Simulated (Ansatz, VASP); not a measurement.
# ZnSb2O4 (ZnSb2O4 (P4_2/mbc)): VASP beside Ansatz, part 3 of 3

Aim: how closely do two programs agree when they are given the same cell, functional and k mesh? Of the first pair: The structure shown is the start of the Ansatz relaxation below; VASP solves that cell, so the two are compared at the walk's first step.

VASP 6.6.1 and Ansatz 0.2.0.

So far. Step 3 (VASP: single point, r2SCAN, start cell, pair 1): The run ends at a pressure of 0.02 GPa, with forces up to 0.011 eV/Å.

## 6. VASP: single point, r2SCAN, relaxed cell, pair 2

Level of this step: r2SCAN; plane waves and PAW (Zn, Sb, O) (VASP).

The same cell, functional, mesh and smearing now go to VASP, with its own data sets.

INCAR reads:

```
SYSTEM = ZnSb2O4
PREC = Accurate
ENCUT = 660
EDIFF = 1E-06
NELM = 120
ISMEAR = -1
SIGMA = 0.01
LREAL = .FALSE.
ALGO = Normal
METAGGA = R2SCAN
LASPH = .TRUE.
NBANDS = 112
LORBIT = 11
LWAVE = .FALSE.
LCHARG = .FALSE.
ISIF = 2
GGA_COMPAT = .FALSE.
EFERMI = MIDGAP
LMIXTAU = .TRUE.
KPAR = 4
```

POSCAR reads:

```
ZnSb2O4
1.0
    8.5552276181      0.0000000000      0.0000000000
    0.0000000000      8.5552276181      0.0000000000
    0.0000000000      0.0000000000      5.9477749879
Zn Sb O
4 8 16
Direct
    0.5000000000      0.0000000000      0.2500000000
    0.0000000000      0.5000000000      0.7500000000
    0.5000000000      0.0000000000      0.7500000000
    0.0000000000      0.5000000000      0.2500000000
    0.8367530294      0.8217806313      0.0000000000
    0.8217806313      0.1632469706      0.5000000000
    0.1782193687      0.8367530294      0.5000000000
    0.1632469706      0.1782193687      0.0000000000
    0.3367530294      0.6782193687      0.0000000000
    0.6632469706      0.3217806313      0.0000000000
    0.6782193687      0.6632469706      0.5000000000
    0.3217806313      0.3367530294      0.5000000000
    0.4043080383      0.8618036641      0.5000000000
    0.5956919617      0.1381963359      0.5000000000
    0.1381963359      0.4043080383      0.0000000000
    0.8618036641      0.5956919617      0.0000000000
    0.3618036641      0.9043080383      0.0000000000
    0.9043080383      0.6381963359      0.5000000000
    0.0956919617      0.3618036641      0.5000000000
    0.6381963359      0.0956919617      0.0000000000
    0.1806990122      0.6806990122      0.7500000000
    0.6806990122      0.8193009878      0.2500000000
    0.3193009878      0.1806990122      0.2500000000
    0.8193009878      0.3193009878      0.7500000000
    0.1806990122      0.6806990122      0.2500000000
    0.6806990122      0.8193009878      0.7500000000
    0.3193009878      0.1806990122      0.7500000000
    0.8193009878      0.3193009878      0.2500000000
```

KPOINTS reads:

```
Automatic mesh
0
Gamma
3 3 5
0 0 0
```

The projector-augmented-wave data sets are Zn, Sb and O (PBE family, release 64).

Run with:

```bash
$ mpirun -np 4 vasp_std
```

Numbers of over 12 decimals in the logs are rounded to 6 here.

The log of the run:

```text
[banner, memory and clock lines left out]
running    4 mpi-ranks, on    1 nodes
[...]
[... a notice as in an earlier step ...]

 [... a notice as in an earlier step ...]

 LDA part: xc-table for (None), standard interpolation
 POSCAR, INCAR and KPOINTS ok, starting setup
[...]
entering main loop
       N       E                     dE             d eps       ncg     rms          rms(c)
DAV:   1     0.224299210821E+04    0.22430E+04   -0.92646E+04  2016   0.207E+03
DAV:   2    -0.483944977157E+01   -0.22478E+04   -0.21574E+04  2312   0.507E+02
DAV:   3    -0.423990344911E+03   -0.41915E+03   -0.41049E+03  2216   0.226E+02
DAV:   4    -0.452744881143E+03   -0.28755E+02   -0.28431E+02  2288   0.647E+01
[...]
DAV:  23    -0.379083319471E+03   -0.14499E-05   -0.12811E-06  1400   0.120E-02    0.731E-03
DAV:  24    -0.379083331352E+03   -0.11881E-04   -0.20286E-06  1416   0.148E-02    0.308E-03
DAV:  25    -0.379083332263E+03   -0.91118E-06   -0.61858E-07  1128   0.472E-03
   1 F= -.37908333E+03 E0= -.37908333E+03  d E =0.000000E+00
```

From OUTCAR (step 6):

```text
  Total        0.7505170      0.7505170      0.6472409      0.0000000      0.0000000     -0.0000000
  in kB        2.7621893      2.7621893      2.3820937      0.0000000      0.0000000     -0.0000000
  external PRESSURE =       2.6354908 kB  Pullay stress =       0.0000000 kB

 POSITION                                       TOTAL-FORCE (eV/Angst)
 -----------------------------------------------------------------------------------
      4.27761      0.00000      1.48694         0.000000     -0.000000      0.000000
      0.00000      4.27761      4.46083         0.000000     -0.000000     -0.000000
      4.27761      0.00000      4.46083         0.000000     -0.000000     -0.000000
      0.00000      4.27761      1.48694         0.000000     -0.000000      0.000000
      7.15861      7.03052      0.00000         0.072489      0.134203     -0.000000
      7.03052      1.39661      2.97389         0.134203     -0.072489     -0.000000
      1.52471      7.15861      2.97389        -0.134203      0.072489     -0.000000
      1.39661      1.52471      0.00000        -0.072489     -0.134203     -0.000000
      2.88100      5.80232      0.00000         0.072489     -0.134203     -0.000000
      5.67423      2.75291      0.00000        -0.072489      0.134203      0.000000
      5.80232      5.67423      2.97389        -0.134203     -0.072489     -0.000000
      2.75291      2.88100      2.97389         0.134203      0.072489     -0.000000
      3.45895      7.37293      2.97389         0.084543     -0.040045     -0.000000
      5.09628      1.18230      2.97389        -0.084543      0.040045      0.000000
[...]
-----------------------------------------------------------------------------------
    total drift:                                0.000000      0.000000     -0.000000

  FREE ENERGIE OF THE ION-ELECTRON SYSTEM (eV)
  ---------------------------------------------------
  free  energy   TOTEN  =      -379.0833322628 eV

  energy  without entropy=     -379.0833322628  energy(sigma->0) =     -379.08333226

[... 1 part as in an earlier step ...]

[... 2 further parts left out ...]
[key lines of the parts left out:]
E-fermi :   5.0259
```

The run ends at a pressure of 0.26 GPa, with forces up to 0.15 eV/Å.

## 7. Differences

What differs besides the data sets and the points named for the pairs above, as far as they apply: the data sets hold 264 valence electrons in Ansatz (on its PAW soft_1 files) and 184 in VASP; the cutoff is 500 eV in Ansatz and 660 eV in VASP; Ansatz's pressure holds a Pulay correction, VASP's none. Total energies have different zeros and are not compared.

Compared:

| quantity | Ansatz | VASP | difference |
| --- | --- | --- | --- |
| pressure (GPa) | 0.00 | 0.26 | -0.26 |
| gap on the k mesh (eV) | 3.032 | 3.021 | +0.011 |

Forces on 7 of the 28 atoms, those with the largest forces and the largest differences (eV/Å; atoms numbered as in POSCAR):

| atom | Ansatz x, y, z | VASP x, y, z |
| --- | --- | --- |
| Sb5 | -0.003, 0.000, 0.000 | 0.072, 0.134, 0.000 |
| Sb6 | 0.000, 0.003, 0.000 | 0.134, -0.072, 0.000 |
| Sb7 | 0.000, -0.003, 0.000 | -0.134, 0.072, 0.000 |
| Sb8 | 0.003, 0.000, 0.000 | -0.072, -0.134, 0.000 |
| Sb10 | 0.003, 0.000, 0.000 | -0.072, 0.134, 0.000 |
| Sb11 | 0.000, 0.003, 0.000 | -0.134, -0.072, 0.000 |
| Sb12 | 0.000, -0.003, 0.000 | 0.134, 0.072, 0.000 |

The forces differ by 57 meV/Å r.m.s., where the r.m.s. force is 0.001 eV/Å in Ansatz and 0.056 eV/Å in VASP: the atoms lie near their places of rest in Ansatz, so a percentage would say little (all taken over all components). A gap on the mesh is an upper bound, since the band edges may lie between its points.

## 8. Summary of results

```json
{
 "r.m.s. force difference (single point, r2SCAN, start cell, pair 1)": "56 meV/Å",
 "r.m.s. force difference (single point, r2SCAN, relaxed cell, pair 2)": "57 meV/Å"
}
```

**Reading.** The r.m.s. force difference is 57 meV/Å (single point, r2SCAN, relaxed cell, pair 2), beyond the 12 meV/Å picked in this series as the mark of a large difference. The data sets hold unlike numbers of valence electrons (264 in Ansatz and 184 in VASP), so part of the differences comes from the potentials. What causes the difference of the single point, r2SCAN, start cell, pair 1 pair stays open here. What causes the difference of the single point, r2SCAN, relaxed cell, pair 2 pair stays open here. How closely two codes agree says nothing of how well the functional describes the real material.

[Lines on the potential files, build, host, timing and source positions are cut from VASP's logs without a mark.]

[Logs are printed without paths, hosts, clocks, repeated set-up lines and the standing remarks that a program may print on its own settings, such as how far it seeks lower states.]

[Hosts, paths, dates, database ids (printed as entryN), source tags and the programs' standing remarks are cut or masked in the printed files.]
